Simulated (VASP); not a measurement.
# BaMg2Tl2 (C2/m) in VASP: a series of runs

The runs below take BaMg2Tl2 through single point, relaxation of cell and atoms, with r2SCAN.

Everything below comes from runs of VASP 6.6.1. Logs are shortened: lines on timing, memory, paths and dates and some standing lists are left out, and cuts for length are marked.

### 1 The structure

Symmetry: C2/m, No. 12, monoclinic system. The conventional cell has a = 5.511 Å, b = 5.521 Å, c = 9.816 Å, α = 90.00°, β = 106.21°, γ = 90.00°. Around Tl (site symmetry m) lie 5 Mg at 3.10 to 3.13 Å. Around Mg (site symmetry m) lie 5 Tl at 3.10 to 3.13 Å and 4 Mg at 3.21 Å. Around Ba (site symmetry 2/m) lie 8 Tl at 3.67 to 3.68 Å and 2 Mg at 3.89 Å and 4 Ba at 3.90 Å.

The cell was built by a generator and needn't be a form met in nature.

### 2 Single point, r2SCAN

The input, POSCAR:

```
BaMg2Tl2
1.0
    2.7601046789      4.7815333576     -0.0001428383
   -0.9654247788      3.7453734883     -0.5068067060
    0.8569499814     -0.4950397193      9.7741910501
Tl Mg Ba
2 2 1
Direct
    0.3719441025      0.2576465724      0.2581334936
    0.6293916927      0.7427335535      0.7428670679
    0.2070615759      0.5873997305      0.5874273976
    0.7942738489      0.4129805149      0.4135733148
    0.0006679181      0.0001903925      0.0005004582
```

The input, INCAR.step1:

```
SYSTEM = BaMg2Tl2
  PREC = Accurate
  ENCUT = 520
  ISMEAR = -1
  SIGMA = 0.0816
  LREAL = .FALSE.
  LASPH = .TRUE.
  NELM = 60
  NBANDS = 28
  ISYM = 0
  GGA = PE
  ALGO = Normal
  EDIFF = 1E-4
  LWAVE = .TRUE.
  LCHARG = .FALSE.
```

The input, INCAR.step2:

```
SYSTEM = BaMg2Tl2
  PREC = Accurate
  ENCUT = 520
  EDIFF = 1E-6
  ISMEAR = -1
  SIGMA = 0.0816
  LREAL = .FALSE.
  LASPH = .TRUE.
  NELM = 60
  ALGO = Normal
  ISIF = 2
  LWAVE = .FALSE.
  LCHARG = .FALSE.
  METAGGA = R2SCAN
  LMIXTAU = .TRUE.
  NBANDS = 28
  ISYM = 0
  ISTART = 1
```

The input, KPOINTS:

```
Automatic mesh
0
G
  4 4 3
  0 0 0
```

Potentials or basis: VASP PAW PBE potentials, release 64 (Tl_d, Mg, Ba_sv).

Command:

```
$ cat potpaw_PBE.64/Tl_d/POTCAR potpaw_PBE.64/Mg/POTCAR potpaw_PBE.64/Ba_sv/POTCAR > POTCAR
$ cp INCAR.step1 INCAR
$ mpirun -np 1 vasp_std > vasp.out
$ cp INCAR.step2 INCAR
$ mpirun -np 1 vasp_std > vasp.out
```

OUTCAR:

```text
SYSTEM = BaMg2Tl2
   PREC = Accurate
   ENCUT = 520
   EDIFF = 1E-6
   ISMEAR = -1
   LREAL = .FALSE.
   LASPH = .TRUE.
   NELM = 60
   ISIF = 2
   METAGGA = R2SCAN
   ISYM = 0
   ISTART = 1

 ion  position               nearest neighbor table
   1  0.372  0.258  0.258-   3 3.10   4 3.12   4 3.12   4 3.13   4 3.13   5 3.67   5 3.68   5 3.68
                             5 3.68
   2  0.629  0.743  0.743-   4 3.10   3 3.12   3 3.12   3 3.13   3 3.13   5 3.67   5 3.68   5 3.68
                             5 3.68
   3  0.207  0.587  0.587-   1 3.10   2 3.12   2 3.12   2 3.13   2 3.13   4 3.21   4 3.21   4 3.21
                             4 3.21   5 3.89
   4  0.794  0.413  0.414-   2 3.10   1 3.12   1 3.12   1 3.13   1 3.13   3 3.21   3 3.21   3 3.21
                             3 3.21   5 3.89
   5  0.001  0.000  0.001-   1 3.67   2 3.67   1 3.68   2 3.68   1 3.68   2 3.68   1 3.68   2 3.68
                             4 3.89   3 3.89

IMPORTANT INFORMATION: All symmetrisations will be switched off!
NOSYMM: (Re-)initialisation of all symmetry stuff for point group C_1.

----------------------------------------------------------------------------------------

                                     Primitive cell

  volume of cell :     143.3929

  direct lattice vectors                    reciprocal lattice vectors
     2.760104679  4.781533358 -0.000142838     0.253548900  0.062778140 -0.019050278
    -0.965424779  3.745373488 -0.506806706    -0.325926576  0.188139838  0.038104378
     0.856949981 -0.495039719  9.774191050    -0.016896085  0.009756255  0.104285749

  length of vectors
     5.520981716  3.900861521  9.824166035     0.261898936  0.378254776  0.106095144

  position of ions in fractional coordinates (direct lattice)
     0.371944103  0.257646572  0.258133494
     0.629391693  0.742733554  0.742867068
     0.207061576  0.587399731  0.587427398
     0.794273849  0.412980515  0.413573315
     0.000667918  0.000190393  0.000500458

  ion indices of the primitive-cell ions
   primitive index   ion index
                 1           1
                 2           2
                 3           3
                 4           4
                 5           5

----------------------------------------------------------------------------------------

 KPOINTS: Automatic mesh

Automatic generation of k-mesh.
 Grid dimensions read from file:
 generate k-points for:    4    4    3

 Generating k-lattice:

  Cartesian coordinates                     Fractional coordinates (reciprocal lattice)
     0.063387225  0.015694535 -0.004762569     0.250000000 -0.000000000  0.000000000
    -0.081481644  0.047034959  0.009526094     0.000000000  0.250000000  0.000000000
    -0.005632028  0.003252085  0.034761916     0.000000000  0.000000000  0.333333333

  Length of vectors
     0.065474734  0.094563694  0.035365048

  Shift w.r.t. Gamma in fractional coordinates (k-lattice)
     0.000000000  0.000000000  0.000000000

 Subroutine IBZKPT returns following result:
 ===========================================

 Found     26 irreducible k-points:

 Following reciprocal coordinates:
            Coordinates               Weight
  0.000000  0.000000  0.000000      1.000000
  0.250000 -0.000000  0.000000      2.000000
  0.500000 -0.000000  0.000000      1.000000
  0.000000  0.250000  0.000000      2.000000
  0.250000  0.250000  0.000000      2.000000
  0.500000  0.250000  0.000000      2.000000
[... 16 lines left out ...]
 -0.000000 -0.250000  0.333333      2.000000
  0.250000 -0.250000  0.333333      2.000000
 [... further k-points ...]
   k-points           NKPTS =     26   k-points in BZ     NKDIM =     26   number of bands    NBANDS=     28
   number of dos      NEDOS =    301   number of ions     NIONS =      5
   total plane-waves  NPLWV = 100800
   dimension x,y,z NGX =    42 NGY =   30 NGZ =   80
   dimension x,y,z NGXF=    84 NGYF=   60 NGZF=  160
   ions per type =               2   2   1
   NGX,Y,Z   is equivalent  to a cutoff of  12.65, 12.79, 13.54 a.u.
   NGXF,Y,Z  is equivalent  to a cutoff of  25.29, 25.57, 27.08 a.u.
 SYSTEM =  BaMg2Tl2
   PREC   = accura    normal or accurate (medium, high low for compatibility)
   ISTART =      1    job   : 0-new  1-cont  2-samecut
   ICHARG =      0    charge: 1-file 2-atom 10-const
   ISPIN  =      1    spin polarized calculation?
   LNONCOLLINEAR =      F non collinear calculations
   LSORBIT =      F    spin-orbit coupling
   LASPH  =      T    aspherical Exc in radial PAW
   ENCUT  =  520.0 eV  38.22 Ry    6.18 a.u.  10.27  7.25 18.27*2*pi/ulx,y,z
   NELM   =     60;   NELMIN=  2; NELMDL=  0     # of ELM steps
   EDIFF  = 0.1E-05   stopping-criterion for ELM
   LREAL  =      F    real-space projection
   EDIFFG = 0.1E-04   stopping-criterion for IOM
   NSW    =      0    number of steps for IOM
   IBRION =     -1    ionic relax: 0-MD 1-quasi-New 2-CG
   NFREE  =      0    steps in history (QN), initial steepest desc. (CG)
   ISIF   =      2    stress and relaxation
   ISYM   =      0    0-nonsym 1-usesym 2-fastsym
   POTIM  = 0.5000    time-step for ionic-motion
   TEBEG  =    0.0;   TEEND  =   0.0 temperature during run
   PSTRESS=    0.0 pullay stress
   NELECT =      40.0000    total number of electrons
   NUPDOWN=      -1.0000    fix difference up-down
   EMIN   =  10.00;   EMAX   =-10.00  energy-range for DOS
   EFERMI =   0.00;   METHOD = LEGACY
   ISMEAR =    -1;   SIGMA  =   0.08  broadening in eV -4-tet -1-fermi 0-gaus
   EFERMI_NEDOS =   21; number of points for ismear=-14 and -15
   IALGO  =     38    algorithm
   IMIX   =      4    mixing-type and parameters
     AMIX     =   0.40;   BMIX     =  1.00
     AMIX_MAG =   1.60;   BMIX_MAG =  1.00
  volume/ion in A,a.u.               =      28.68       193.53
  Fermi-wavevector in a.u.,A,eV,Ry     =   1.069676  2.021395 15.567881  1.144207
  Thomas-Fermi vector in A             =   2.205363
   LORBIT       =      0    0 simple, 1 ext, 2 COOP (PROOUT), +10 PAW based schemes
   METAGGA = R2SCAN    functional components
   LHFCALC =     F    Hartree Fock is set to
   AEXX    =    0.0000 exact exchange contribution
   IVDW    =     0    specifies the selected vdW correction
   LEPSILON=     F    determine dielectric tensor
   LRPA    =     F    only Hartree local field effects (RPA)
 non-spin polarized calculation
  energy-cutoff  :      520.00
  volume of cell :      143.39
 maximum number of plane-waves:      3880
 NGX is ok and might be reduce to    42
   NGX = 21   NGY = 15   NGZ = 37

 number of electron      40.0000000 magnetization

 Free energy of the ion-electron system (eV)
  ---------------------------------------------------
  ext. energy  EPLUGINS =         0.00000000
  ---------------------------------------------------
  free energy    TOTEN  =      -142.29732542 eV

  energy without entropy =     -142.24343626  energy(sigma->0) =     -142.27038084

 E-fermi :   4.3660     XC(G=0):  -9.9315

 val. band max:        4.3385051793   @ k =   0.0000   0.5000   0.3333
 cond. band min:       4.4101002905   @ k =   0.5000   0.2500   0.3333
 fundamental gap:      0.0715951112
 Fermi energy:         4.3660483885

 k-point     1 :       0.0000    0.0000    0.0000
  band No.  band energies     occupation
      1     -25.1723      2.00000
      2     -10.0390      2.00000
      3      -9.6714      2.00000
      4      -9.6708      2.00000
      5      -7.5698      2.00000
      6      -7.5691      2.00000
[... 20 lines left out ...]
     27       8.8689      0.00000
     28       9.0961      0.00000

 k-point     2 :       0.2500   -0.0000    0.0000
  band No.  band energies     occupation
      1     -25.1357      2.00000
      2     -10.1157      2.00000
      3      -9.9670      2.00000
      4      -9.6275      2.00000
      5      -7.5227      2.00000
      6      -7.5188      2.00000
[... 20 lines left out ...]
     27       9.1972      0.00000
     28       9.7237      0.00000

 k-point     3 :       0.5000   -0.0000    0.0000
  band No.  band energies     occupation
      1     -25.0985      2.00000
      2     -10.5136      2.00000
      3      -9.8944      2.00000
      4      -9.5828      2.00000
      5      -7.5042      2.00000
      6      -7.5002      2.00000
[... 20 lines left out ...]
     27       9.6168      0.00000
     28       9.8304      0.00000

 k-point     4 :       0.0000    0.2500    0.0000
  band No.  band energies     occupation
      1     -25.0999      2.00000
      2     -10.0737      2.00000
      3     -10.0387      2.00000
      4      -9.9052      2.00000
      5      -7.4768      2.00000
      6      -7.4742      2.00000
[... 20 lines left out ...]
     27       8.5446      0.00000
     28       9.0087      0.00000

 k-point     5 :       0.2500    0.2500    0.0000
  band No.  band energies     occupation
      1     -25.1358      2.00000
      2     -10.1155      2.00000
      3      -9.9671      2.00000
      4      -9.6270      2.00000
      5      -7.5230      2.00000
      6      -7.5190      2.00000
[... 20 lines left out ...]
     27       9.1998      0.00000
     28       9.7240      0.00000

 k-point     6 :       0.5000    0.2500    0.0000
  band No.  band energies     occupation
      1     -25.0999      2.00000
      2     -10.0743      2.00000
      3     -10.0373      2.00000
      4      -9.9052      2.00000
      5      -7.4769      2.00000
      6      -7.4749      2.00000
[... 463 lines left out ...]
      5      -7.5055      2.00000
      6      -7.4990      2.00000
[... 20 lines left out ...]
     27       9.8137      0.00000
     28       9.8470      0.00000

 k-point    22 :      -0.2500    0.5000    0.3333
  band No.  band energies     occupation
      1     -25.0636      2.00000
      2     -10.4409      2.00000
      3      -9.9959      2.00000
      4      -9.8428      2.00000
      5      -7.5247      2.00000
      6      -7.5214      2.00000
[... 20 lines left out ...]
     27       8.2683      0.00000
     28       8.5594      0.00000

 k-point    23 :      -0.0000   -0.2500    0.3333
  band No.  band energies     occupation
      1     -25.0999      2.00000
      2     -10.0737      2.00000
      3     -10.0387      2.00000
      4      -9.9051      2.00000
      5      -7.4769      2.00000
      6      -7.4747      2.00000
[... 20 lines left out ...]
     27       8.5679      0.00000
     28       9.6832      0.00000

 k-point    24 :       0.2500   -0.2500    0.3333
  band No.  band energies     occupation
      1     -25.0635      2.00000
      2     -10.4418      2.00000
      3      -9.9955      2.00000
      4      -9.8427      2.00000
      5      -7.5248      2.00000
      6      -7.5215      2.00000
[... 20 lines left out ...]
     27       8.2675      0.00000
     28       8.5592      0.00000

 [... further k-points ...]

------------------------ aborting loop because EDIFF is reached ----------------------------------------

  FORCE on cell =-STRESS in cart. coord.  units (eV):
  Direction    XX          YY          ZZ          XY          YZ          ZX
  --------------------------------------------------------------------------------------
  -------------------------------------------------------------------------------------
  Total        0.0480608      0.0508891     -0.0026632      0.0036293     -0.0031614      0.0058082
  in kB        0.5370001      0.5686017     -0.0297566      0.0405514     -0.0353233      0.0648973
  external PRESSURE =       0.3586151 kB  Pullay stress =       0.0000000 kB

 VOLUME and BASIS-vectors are now :
 -----------------------------------------------------------------------------
  energy-cutoff  :      520.00
  volume of cell :      143.39
      direct lattice vectors                 reciprocal lattice vectors
     2.760104679  4.781533358 -0.000142838     0.253548900  0.062778140 -0.019050278
    -0.965424779  3.745373488 -0.506806706    -0.325926576  0.188139838  0.038104378
     0.856949981 -0.495039719  9.774191050    -0.016896085  0.009756255  0.104285749

 POSITION                                       TOTAL-FORCE (eV/Angst)
 -----------------------------------------------------------------------------------
      0.99907      2.61566      2.39242        -0.007600      0.004463      0.045450
      1.65673      5.42352      6.88441         0.007629     -0.004407     -0.045419
      0.50782      2.89930      5.44390        -0.001034      0.000661     -0.005495
      2.14799      5.13988      3.83293         0.001078     -0.000616      0.005653
      0.00209      0.00366      0.00479        -0.000073     -0.000101     -0.000189
 -----------------------------------------------------------------------------------
    total drift:                               -0.000189      0.000106      0.000010

  FREE ENERGIE OF THE ION-ELECTRON SYSTEM (eV)
  ---------------------------------------------------
  free  energy   TOTEN  =      -142.2973254244 eV

  energy  without entropy=     -142.2434362558  energy(sigma->0) =     -142.27038084
```

It took 8.4 min on 1 thread of Intel Xeon Platinum 8259CL at 2.50GHz (Skylake/Cascade Lake), shared host; peak memory 0.39 GiB.

What came out:

| Property | Result |
| --- | --- |
| Free energy | -142.2973 eV |
| Pressure | 0.0 GPa |
| Largest force | 0.046 eV/Å |
| Band gap on the k mesh | none (metal or under the smearing width) |

Forces in eV/Å, atoms in the order of the input:
```
Tl  -0.008  0.004  0.045
Tl   0.008 -0.004 -0.045
Mg  -0.001  0.001 -0.005
Mg   0.001 -0.001  0.006
Ba   0.000  0.000  0.000
```

Caveat: the k mesh is coarse (spacing up to 0.59 Å⁻¹), so the values aren't converged; the PAW data sets were made with another functional, which shifts forces and pressure a little. The run has no spin-orbit coupling, so splittings on Ba, Tl are missing.

### 3 Relaxation of cell and atoms, r2SCAN

This run uses another cell than the first one, of 32.07 Å³/atom, 1.118 times its volume.

The input, POSCAR:

```
BaMg2Tl2
1.0
    2.3918050000      4.1427240000      0.0000000000
   -2.3918050000      4.1427240000      0.0000000000
    0.0000000000      0.0000000000      8.0907970000
Tl Mg Ba
2 2 1
Direct
    0.3333000000      0.3334000000      0.2641000000
    0.6667000000      0.6666000000      0.7359000000
    0.3333000000      0.3334000000      0.6274000000
    0.6667000000      0.6666000000      0.3726000000
    0.0000000000      0.0000000000      0.0000000000
```

The input, INCAR.step1:

```
SYSTEM = BaMg2Tl2
  PREC = Accurate
  ENCUT = 600
  ISMEAR = -5
  SIGMA = 0.1
  LREAL = .False.
  LASPH = .True.
  NELM = 60
  GGA = PE
  ALGO = Normal
  EDIFF = 1E-4
  LWAVE = .True.
  LCHARG = .False.
```

The input, INCAR.step2:

```
SYSTEM = BaMg2Tl2
  PREC = Accurate
  ENCUT = 600
  EDIFF = 1E-7
  ISMEAR = -5
  SIGMA = 0.1
  LREAL = .False.
  LASPH = .True.
  NELM = 60
  ALGO = Normal
  ISIF = 3
  LWAVE = .False.
  LCHARG = .False.
  METAGGA = R2SCAN
  LMIXTAU = .True.
  IBRION = 2
  NSW = 60
  EDIFFG = -0.01
  ISTART = 1
```

The input, KPOINTS:

```
Automatic mesh
0
Gamma
  4 4 3
  0 0 0
```

Potentials or basis: VASP PAW PBE potentials, release 64 (Tl_d, Mg, Ba_sv).

Command:

```
$ cat potpaw_PBE.64/Tl_d/POTCAR potpaw_PBE.64/Mg/POTCAR potpaw_PBE.64/Ba_sv/POTCAR > POTCAR
$ cp INCAR.step1 INCAR
$ mpirun -np 1 vasp_std > vasp.out
$ cp INCAR.step2 INCAR
$ mpirun -np 1 vasp_std > vasp.out
```

Run time: 38 min. Hardware: 1 thread of Intel Xeon Platinum 8488C (Sapphire Rapids), shared host; peak memory 0.43 GiB.

The run converged. Its results:

| Property | Result |
| --- | --- |
| Free energy | -141.7941 eV |
| Relaxed volume | 34.07 Å³/atom |
| Relaxed cell | a = 4.988 Å, b = 4.885 Å, c = 8.130 Å, α = 90.87°, β = 90.00°, γ = 59.30° |
| Space group after relaxing (to 0.05 Å) | C2/m (No. 12) |
| Energy gained by relaxing | 13.5 meV/atom |
| Ionic steps | 13 |
| Pressure after relaxing | 0.0 GPa |
| Largest force after relaxing | 0.004 eV/Å |
| Band gap on the k mesh | none (metal or under the smearing width) |

Forces in eV/Å, atoms in the order of the input:
```
Tl   0.004 -0.002  0.000
Tl  -0.004  0.002  0.000
Mg   0.000  0.000  0.003
Mg   0.000  0.000 -0.003
Ba   0.000  0.000  0.000
```

Step by step:
| step | energy change (eV) | largest force (eV/Å) | pressure (GPa) | volume (Å³) |
| --- | --- | --- | --- | --- |
| 1 | 0.0000 | 0.1873 | 1.84 | 160.34 |
| 2 | -0.0545 | 0.1775 | 0.12 | 169.05 |
| 3 | -0.0541 | 0.1755 | -0.26 | 171.35 |
| 4 | -0.0550 | 0.1763 | -0.11 | 170.44 |
| 5 | -0.0577 | 0.1388 | -0.08 | 170.32 |
| 6 | -0.0608 | 0.1174 | 0.03 | 169.95 |
| 7 | -0.0611 | 0.1047 | 0.01 | 170.00 |
| 8 | -0.0634 | 0.0897 | 0.01 | 170.04 |
| 9 | -0.0667 | 0.0392 | 0.01 | 170.15 |
| 10 | -0.0668 | 0.0222 | 0.01 | 170.19 |
| 11 | -0.0667 | 0.0204 | 0.01 | 170.19 |
| 12 | -0.0673 | 0.0044 | -0.02 | 170.33 |
| 13 | -0.0673 | 0.0042 | -0.02 | 170.33 |

Final structure:
```xyz
5
Lattice="2.4942 4.3200 0.0000 -2.3904 4.2601 -0.0373 0.0617 -0.0356 8.1300" Properties=species:S:1:pos:R:3 pbc="T T T"
Tl    0.0407    2.8566    2.2094
Tl    0.1248    5.6880    5.8833
Mg    0.0559    2.8478    5.1224
Mg    0.1096    5.6968    2.9703
Ba    0.0000    0.0000    0.0000
```

Levels at points of the mesh, in eV from the Fermi level:
```
           k point  band 16  band 17  band 18  band 19  band 20  band 21  band 22  band 23  band 24
(0.00, 0.00, 0.00)    -6.74    -2.73     0.14     0.38     1.76     1.91     2.08     2.27     2.50
(0.50, 0.00, 0.00)    -6.77    -3.06    -2.12    -0.58    -0.49    -0.14     0.34     1.46     3.70
(0.00, 0.50, 0.00)    -6.71    -3.04    -1.99    -0.57    -0.46    -0.37     0.14     1.27     3.59
```

Caveat: the k mesh is coarse (spacing up to 0.38 Å⁻¹), so the values aren't converged; the PAW data sets were made with another functional, which shifts forces and pressure a little; tetrahedron occupations give inexact forces and stress in metals. Spin-orbit coupling is left out, which matters for the levels of Ba, Tl.
